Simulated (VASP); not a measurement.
A run of VASP 6.6.1:

File POSCAR:

```
K3Cd
1.0
    5.8519878265      0.0000000000      0.0000000000
    0.0000000000      5.8519878265      0.0000000000
    0.0000000000      0.0000000000      5.8519878265
K Cd
3 1
Direct
    0.0000000000      0.5000000000      0.5000000000
    0.5000000000      0.0000000000      0.5000000000
    0.5000000000      0.5000000000      0.0000000000
    0.0000000000      0.0000000000      0.0000000000
```

File INCAR.step1:

```
SYSTEM = K3Cd
ALGO = Normal
EDIFF = 1E-4
ENCUT = 520
GGA = PE
ISMEAR = 1
LASPH = .TRUE.
LCHARG = .FALSE.
LREAL = .FALSE.
LWAVE = .TRUE.
NBANDS = 28
NELM = 100
PREC = Accurate
SIGMA = 0.15
```

INCAR.step2

```
SYSTEM = K3Cd
ALGO = Normal
EDIFF = 1E-7
ENCUT = 520
ISIF = 2
ISMEAR = 1
ISTART = 1
LASPH = .TRUE.
LCHARG = .TRUE.
LELF = .TRUE.
LMIXTAU = .TRUE.
LREAL = .FALSE.
LVHAR = .TRUE.
LWAVE = .FALSE.
METAGGA = R2SCAN
NBANDS = 28
NELM = 100
PREC = Accurate
SIGMA = 0.15
```

The input KPOINTS:

```
k-points
0
G
  4 4 4
  0 0 0
```

Potentials or basis: VASP PAW PBE potentials, release 64 (K_sv, Cd).

Command:

```console
$ cat potpaw_PBE.64/K_sv/POTCAR potpaw_PBE.64/Cd/POTCAR > POTCAR
$ cp INCAR.step1 INCAR
$ mpirun -np 1 vasp_std > vasp.out
$ cp INCAR.step2 INCAR
$ mpirun -np 1 vasp_std > vasp.out
```

Hardware: 1 thread of Intel(R) Xeon(R) Platinum 8488C (Sapphire Rapids) (shared host).

Q: How long does it take, and how much memory?

A: Wall time 3.3 min on 1 thread of Intel(R) Xeon(R) Platinum 8488C (Sapphire Rapids) (shared host), peak memory 0.37 GiB. Counts: scf iterations 17, k points 10.
